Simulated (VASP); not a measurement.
Here is the system:

```
CELL_PARAMETERS angstrom
     -1.67123     1.67123     5.71457
      1.67123    -1.67123     5.71457
      1.67123     1.67123    -5.71457
ATOMIC_POSITIONS crystal
  Nb 0.74930 0.74930 0.00000
  Nb 0.49930 0.99930 0.50000
  P  0.16670 0.16670 0.00000
  P  0.91670 0.41670 0.50000
```

Calculation: PBE GGA, VASP's PBE PAW potentials (set 64) (plane waves; VASP 6.6.1). Run with 400 eV cut-off, Gaussian smearing of 0.050 eV, potentials Nb_sv P.

Give the energies of bands 11 to 21 at the high-symmetry points, in eV from the Fermi level.

```
band      Γ      X      P      N      M      S      R
----  -----  -----  -----  -----  -----  -----  -----
11    -6.17  -5.05  -5.11  -6.19  -4.02  -6.24  -5.09
12    -3.03  -5.05  -5.11  -5.47  -4.02  -5.35  -5.09
13    -2.23  -4.63  -4.54  -3.40  -2.70  -3.28  -4.57
14    -2.23  -4.63  -4.54  -3.22  -2.70  -3.19  -4.57
15    -2.14  -2.83  -2.88  -2.32  -2.67  -2.30  -2.81
16    -1.70  -2.83  -2.88  -1.85  -2.67  -2.19  -2.81
17    -1.35  -0.42  -0.40  -1.50  -0.51  -1.45  -0.47
18    -1.35  -0.42  -0.40  -0.10  -0.51  -0.14  -0.47
19     0.84   3.00   3.01   0.08   1.20   0.16   2.79
20     1.62   3.00   3.02   1.33   1.20   1.66   2.79
21     2.72   3.10   3.08   2.49   2.34   2.42   3.17
```

It has no gap at this level: it comes out as a metal or semimetal.

The structure was generated: NbP was put into the NbAs type (I4_1md), which need not be its known phase. It was relaxed first, which changed the volume by +12 %.
